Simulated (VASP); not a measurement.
# GePt: Pt into a neighbouring Pt vacancy, part 3 of 4

Aim: the barrier for one hop in GePt: Pt into a neighbouring Pt vacancy. The start is a cell from a database of measured crystal structures.

VASP 6.6.1; PBEsol; plane waves and PAW (Pt, Ge).

So far. Step 2 (Relax the host): The run ended after 11 ionic steps, 0.008 eV below its first step, once forces and stress met EDIFFG = -0.02. Step 3 (Relax the start): The run ended after 10 ionic steps, 0.552 eV below its first step, once the forces on the free atoms met EDIFFG = -0.05.

**4. Relax the end**

The end state is relaxed in the same way, so that both ends share their errors.

File INCAR:

```
SYSTEM = Ge16Pt15
PREC = Normal
ENCUT = 280
EDIFF = 1E-05
NELM = 120
ISMEAR = 1
SIGMA = 0.15
LREAL = Auto
ALGO = Fast
GGA = PS
NBANDS = 132
LASPH = .TRUE.
LORBIT = 11
LWAVE = .FALSE.
LCHARG = .FALSE.
KPAR = 6
IBRION = 2
NSW = 60
ISIF = 2
EDIFFG = -0.05
POTIM = 0.4
MAXMIX = 40
ISYM = 0
```

File POSCAR:

```
Ge16Pt15
1.0
   -5.7355789894      3.6971274384      6.1188819555
    5.7355789894     -3.6971274384      6.1188819555
    5.7355789894      3.6971274384     -6.1188819555
Pt Ge
15 16
Direct
    0.2782411092      0.3998757895      0.8773458321
    0.2768239034      0.9014344573      0.3747890714
    0.7787119662      0.4059953730      0.3737602336
    0.2828659377      0.4058954815      0.3766493986
    0.7742205900      0.9023153232      0.3733574275
    0.7776377367      0.4060542323      0.8778144487
    0.2799389857      0.9057666696      0.8747922243
    0.7779334344      0.9028969570      0.8750379024
    0.2192277762      0.0977844337      0.6229638466
    0.2127814308      0.5945039540      0.1234745736
    0.7261916919      0.0953172199      0.1329086493
    0.2211549938      0.0924397985      0.1244708941
    0.7208637825      0.5959815560      0.1232345954
    0.7213990407      0.0949992180      0.6251034138
    0.2185176369      0.5929684586      0.6227206879
    0.5764343216      0.6117865652      0.7792725710
    0.0810283152      0.1160134339      0.7846974131
    0.0797484321      0.6140796810      0.2820545786
    0.5801295166      0.1124079340      0.2838061757
    0.5779373148      0.7986862118      0.4675548771
    0.0828633844      0.3000487030      0.4650726224
    0.0781994177      0.7934158450      0.9660823747
    0.5833066335      0.2985697035      0.9701293693
    0.4205101803      0.2010877547      0.5318299578
    0.9244167325      0.7025397175      0.5387932899
    0.9182805085      0.1998894369      0.0309274307
    0.4189428314      0.7015146831      0.0324094131
    0.4200444352      0.3825862719      0.2170298018
    0.9226176185      0.8865461732      0.2173785367
    0.9176521307      0.3857747743      0.7189944519
    0.4192587338      0.8895833462      0.7250864641
```

File KPOINTS:

```
Automatic mesh
0
Gamma
3 3 3
0 0 0
```

The projector-augmented-wave data sets are Pt and Ge (PBE family, release 64).

On the command line:

```
mpirun -np 6 vasp_std
```

The program printed:

```text
[... set-up lines as in an earlier step ...]
 entering main loop
       N       E                     dE             d eps       ncg     rms          rms(c)
DAV:   1     0.741898709889E+03    0.74190E+03   -0.67222E+04  3696   0.890E+02
DAV:   2    -0.153565549753E+03   -0.89546E+03   -0.85066E+03  4204   0.215E+02
DAV:   3    -0.204664032740E+03   -0.51098E+02   -0.49368E+02  4324   0.459E+01
DAV:   4    -0.206096973467E+03   -0.14329E+01   -0.14170E+01  4376   0.738E+00
DAV:   5    -0.206143660832E+03   -0.46687E-01   -0.46601E-01  4636   0.119E+00    0.405E+01
RMM:   6    -0.198768622926E+03    0.73750E+01   -0.37281E+01  3696   0.147E+01    0.188E+01
RMM:   7    -0.197983071617E+03    0.78555E+00   -0.29311E+00  3696   0.373E+00    0.894E+00
RMM:   8    -0.197808636443E+03    0.17444E+00   -0.83852E-01  3697   0.191E+00    0.146E+00
RMM:   9    -0.197812525345E+03   -0.38889E-02   -0.20985E-01  3792   0.843E-01    0.558E-01
RMM:  10    -0.197816902840E+03   -0.43775E-02   -0.61065E-02  4087   0.411E-01    0.373E-01
RMM:  11    -0.197816860074E+03    0.42767E-04   -0.12044E-02  3702   0.264E-01    0.127E-01
RMM:  12    -0.197816908029E+03   -0.47955E-04   -0.36806E-03  3916   0.110E-01    0.505E-02
RMM:  13    -0.197816973366E+03   -0.65337E-04   -0.83782E-04  4081   0.475E-02    0.312E-02
RMM:  14    -0.197816971089E+03    0.22771E-05   -0.12011E-04  3693   0.228E-02    0.154E-02
RMM:  15    -0.197816970416E+03    0.67294E-06   -0.35226E-05  2538   0.110E-02
   1 F= -.19781697E+03 E0= -.19781981E+03  d E =-.197817E+03
 curvature:   0.00 expect dE= 0.000E+00 dE for cont linesearch  0.000E+00
 trial: gam= 0.00000 g(F)=  0.330E+00 g(S)=  0.000E+00 ort = 0.000E+00 (trialstep = 0.100E+01)
 search vector abs. value=  0.330E+00
 bond charge predicted
       N       E                     dE             d eps       ncg     rms          rms(c)
DAV:   1    -0.198022712446E+03   -0.20574E+00   -0.30443E+01  3808   0.119E+01    0.891E-01
RMM:   2    -0.198065250755E+03   -0.42538E-01   -0.47828E-01  3696   0.188E+00    0.402E-01
RMM:   3    -0.198070992795E+03   -0.57420E-02   -0.73615E-02  3763   0.736E-01    0.275E-01
RMM:   4    -0.198071525354E+03   -0.53256E-03   -0.15999E-02  3961   0.299E-01    0.213E-01
RMM:   5    -0.198071054173E+03    0.47118E-03   -0.52210E-03  3722   0.179E-01    0.660E-02
RMM:   6    -0.198071035019E+03    0.19153E-04   -0.11228E-03  3853   0.781E-02    0.258E-02
RMM:   7    -0.198071058540E+03   -0.23521E-04   -0.34119E-04  4091   0.359E-02    0.150E-02
RMM:   8    -0.198071061694E+03   -0.31539E-05   -0.48621E-05  2903   0.144E-02
   2 F= -.19807106E+03 E0= -.19807423E+03  d E =-.254091E+00
[... from here on, the cycles between the ionic steps are left out ...]
   3 F= -.19817801E+03 E0= -.19818156E+03  d E =-.361042E+00
   4 F= -.19824995E+03 E0= -.19825336E+03  d E =-.719359E-01
   5 F= -.19828584E+03 E0= -.19828922E+03  d E =-.107827E+00
   6 F= -.19831402E+03 E0= -.19831725E+03  d E =-.281793E-01
   7 F= -.19832377E+03 E0= -.19832690E+03  d E =-.379263E-01
   8 F= -.19833506E+03 E0= -.19833828E+03  d E =-.112965E-01
   9 F= -.19833684E+03 E0= -.19834013E+03  d E =-.130729E-01
 curvature:  -2.45 expect dE=-0.536E-02 dE for cont linesearch -0.181E-05
 trial: gam= 0.24431 g(F)=  0.219E-02 g(S)=  0.000E+00 ort = 0.103E-03 (trialstep = 0.206E+01)
 search vector abs. value=  0.309E-02
 bond charge predicted
       N       E                     dE             d eps       ncg     rms          rms(c)
DAV:   1    -0.198337971190E+03   -0.11328E-02   -0.15754E+00  3728   0.270E+00    0.139E-01
RMM:   2    -0.198339646495E+03   -0.16753E-02   -0.18002E-02  3696   0.395E-01    0.858E-02
RMM:   3    -0.198339875226E+03   -0.22873E-03   -0.31744E-03  3748   0.155E-01    0.641E-02
RMM:   4    -0.198339878172E+03   -0.29458E-05   -0.64944E-04  3788   0.625E-02    0.482E-02
RMM:   5    -0.198339885292E+03   -0.71196E-05   -0.25877E-04  3704   0.395E-02    0.436E-02
RMM:   6    -0.198339877172E+03    0.81197E-05   -0.53226E-05  2988   0.169E-02
  10 F= -.19833988E+03 E0= -.19834318E+03  d E =-.303827E-02
 trial-energy change:   -0.003038  1 .order   -0.002852   -0.004557   -0.001148
 step:   2.5535(harm=  2.7537)  dis= 0.00801  next Energy=  -198.340017 (dE=-0.318E-02)
 reached required accuracy - stopping structural energy minimisation
```

Wall time 9.2 min (6 MPI ranks of Intel Xeon Platinum 8259CL at 2.50GHz (Skylake/Cascade Lake), shared host); peak memory 2.6 GiB.

Parts of OUTCAR (step 4):

```text
 Found     14 irreducible k-points:

   NELECT =     214.0000    total number of electrons

 E-fermi :   8.0746

 k-point     1 :       0.0000    0.0000    0.0000
  band No.  band energies     occupation
    ...
    103       6.9494      2.00000
    104       6.9643      2.00000
    105       7.1381      2.00000
    106       8.0407      1.37147
    107       8.0722      1.02694
    108       8.6470     -0.00000
    109       8.7832     -0.00000
    110       8.8367     -0.00000
    111       8.8530     -0.00000
    112       8.9096     -0.00000
    ...

 k-point     2 :       0.3333    0.0000    0.0000
  band No.  band energies     occupation
    ...
    102       7.0513      2.00000
    103       7.1214      2.00000
    104       7.1507      2.00000
    105       7.3960      2.00000
    106       7.7826      2.01892
    107       8.1358      0.36894
    108       8.3786     -0.01465
    109       8.4628     -0.00155
    110       8.6660     -0.00000
    111       8.8671     -0.00000
    ...

  Total       -9.3046314     -7.7271790     -6.0766981      0.0132400      0.0595952      0.7721798
  in kB      -28.7234105    -23.8538126    -18.7587758      0.0408720      0.1839704      2.3837200
  external PRESSURE =     -23.7786663 kB  Pullay stress =       0.0000000 kB

 POSITION                                       TOTAL-FORCE (eV/Angst)
 -----------------------------------------------------------------------------------
      5.75450      2.77303     -1.17887         0.027264      0.004687     -0.008112
      5.72061     -0.92699      4.96266        -0.004054      0.013762      0.014354
      0.06719      2.77535      4.89080         0.007444      0.005670     -0.005872
      2.88108      0.90313      1.87269        -0.000465      0.013872     -0.001295
      2.86571      0.96480      8.03981        -0.001128      0.014921      0.024970
      2.88260      4.64603      1.87176         0.008310     -0.012899     -0.013277
      8.60185      0.89762      1.92555         0.003160     -0.020623      0.024459
      5.67364      2.77388      4.87779        -0.010753     -0.010160      0.008017
      2.86944      2.77720     -1.87933         0.004422     -0.006823      0.020721
      2.88565     -0.92370      4.26675        -0.000469     -0.000622      0.008749
     -2.86002      2.77758      4.25338         0.001858     -0.003450     -0.003882
     -0.01104      0.93262      1.13865        -0.005722     -0.008524      0.009627
      0.00603      0.89403      7.29562        -0.002078      0.012976     -0.008808
     -0.00743      4.61752      1.13683        -0.004777      0.003294      0.003091
      5.74179      0.95715      1.17774         0.007437     -0.012314     -0.014327
      4.48711      2.77431      2.61759         0.010321      0.003062     -0.024719
      4.71730      2.77483     -3.57864         0.002407      0.005711      0.019585
      4.70144     -0.92280      2.52417        -0.027355     -0.003049     -0.014074
     -1.08782      2.77864      2.48526        -0.004354     -0.013080     -0.005115
      3.89226      1.04649      5.53183        -0.017832      0.005297     -0.014364
      3.95680      0.92497     -0.54807        -0.005487     -0.000135     -0.002388
      9.62257      0.79815     -0.58641        -0.006727      0.015438     -0.014139
      3.95658      4.62783     -0.54902        -0.000377     -0.005066     -0.000033
      1.81163      2.77360      0.53750         0.002214      0.008234      0.000248
      1.90497      2.78067      6.50737        -0.005239     -0.007948     -0.001930
     -3.96407      2.77613      6.62309         0.003203     -0.003566     -0.028768
      1.82002     -0.91991      6.69820         0.033861     -0.007551      0.025543
      1.12105      0.93684      3.60603         0.002935     -0.008928     -0.008712
      1.04674      0.93412      9.70632        -0.004899      0.003702     -0.007507
      1.12242      4.61244      3.60263        -0.006940      0.007709      0.010851
      6.78067      0.91463      3.58790        -0.006181      0.006402      0.007109
 -----------------------------------------------------------------------------------
    total drift:                                0.002819     -0.018186      0.015875

  FREE ENERGIE OF THE ION-ELECTRON SYSTEM (eV)
  ---------------------------------------------------
  free  energy   TOTEN  =      -198.3398771720 eV

  energy  without entropy=     -198.3497992495  energy(sigma->0) =     -198.34318453

 total charge
# of ion       s       p       d       tot
------------------------------------------
    1        0.658   0.618   8.150   9.426
    2        0.650   0.608   8.144   9.402
    3        0.676   0.623   8.127   9.426
    4        0.667   0.621   8.146   9.435
    5        0.645   0.603   8.164   9.412
    6        0.667   0.621   8.146   9.435
    7        0.645   0.603   8.164   9.413
    8        0.687   0.655   8.129   9.470
    9        0.653   0.625   8.149   9.427
   10        0.639   0.631   8.124   9.393
   11        0.653   0.614   8.156   9.423
   12        0.661   0.602   8.141   9.404
   13        0.643   0.590   8.141   9.374
   14        0.661   0.603   8.141   9.406
   15        0.643   0.591   8.141   9.375
   16        1.147   1.065   0.099   2.311
   17        1.115   1.138   0.125   2.377
   18        1.123   1.125   0.124   2.372
   19        1.125   1.122   0.123   2.370
   20        1.170   1.058   0.101   2.328
   21        1.123   1.135   0.124   2.383
   22        1.169   1.058   0.101   2.328
   23        1.123   1.135   0.124   2.382
   24        1.120   1.128   0.125   2.373
   25        1.139   1.090   0.106   2.334
   26        1.129   1.135   0.120   2.384
   27        1.128   1.124   0.122   2.374
   28        1.150   1.088   0.112   2.350
   29        1.123   1.135   0.127   2.385
   30        1.150   1.089   0.112   2.351
   31        1.123   1.134   0.127   2.384
--------------------------------------------------
tot         28.008  26.965 124.033 179.006

[... 6 parts as in an earlier step ...]

[... 6 further parts left out ...]
```

The steps of the relaxation:

```csv
step,energy less that of the first step (eV),largest force (eV/Å)
1,0.0000,1.1790
2,-0.2541,0.8075
3,-0.3610,0.4879
4,-0.4330,0.3409
5,-0.4689,0.2349
6,-0.4970,0.1394
7,-0.5068,0.1588
8,-0.5181,0.0755
9,-0.5199,0.0689
10,-0.5229,0.0431
```

The atoms that moved most (Å):

```csv
atom,dx,dy,dz,length
Ge16,-0.185,0.024,0.115,0.219
Ge25,0.087,-0.032,-0.151,0.177
Ge20,-0.056,0.134,-0.031,0.148
Ge22,-0.021,-0.129,-0.008,0.131
Pt3,0.061,0.016,-0.071,0.095
Ge28,0.091,-0.004,0.023,0.094
Pt10,-0.012,0.031,0.083,0.089
Pt5,-0.010,0.058,0.066,0.088
```

Final coordinates:

```
Pt Ge
1.0
    -5.73558    3.69713    6.11888
     5.73558   -3.69713    6.11888
     5.73558    3.69713   -6.11888
Pt Ge
15 16
Direct
  0.27869 0.40532 0.87667
  0.28015 0.90422 0.37333
  0.77499 0.40551 0.38120
  0.27516 0.40418 0.37330
  0.78745 0.90679 0.38030
  0.78128 0.40424 0.87962
  0.27874 0.90721 0.87126
  0.77373 0.89319 0.86974
  0.22202 0.09658 0.62573
  0.22373 0.60021 0.12664
  0.72320 0.09824 0.12632
  0.21917 0.09208 0.12517
  0.71706 0.59668 0.12143
  0.71737 0.09225 0.62383
  0.22568 0.59678 0.62999
  0.58909 0.60506 0.76636
  0.08284 0.11881 0.78650
  0.08146 0.61611 0.28505
  0.57886 0.10825 0.28095
  0.59356 0.79134 0.48084
  0.08031 0.30015 0.47003
  0.06002 0.79093 0.94679
  0.58101 0.30005 0.97078
  0.41902 0.20185 0.53303
  0.90780 0.69781 0.54212
  0.91665 0.19563 0.02988
  0.42293 0.70600 0.03425
  0.42136 0.39239 0.22443
  0.91948 0.88439 0.21758
  0.91817 0.39223 0.72163
  0.41688 0.88429 0.71480
```

This step gave:

```yaml
electronic_cycles: 83
energy_at_zero_smearing: -198.3432 eV
fermi_energy: 8.075 eV
```

The run ended after 10 ionic steps, 0.523 eV below its first step, once the forces on the free atoms met EDIFFG = -0.05.

[end of part 3 of 4]

[Lines on the potential files, build, host, timing and source positions are cut from VASP's logs without a mark.]

[Logs are printed without paths, hosts, clocks, repeated set-up lines and the standing remarks that a program may print on its own settings, such as how far it seeks lower states.]

[Hosts, paths, dates, database ids (printed as entryN), source tags and the programs' standing remarks are cut or masked in the printed files.]

[Runs that stopped without an error message from VASP are left out.]
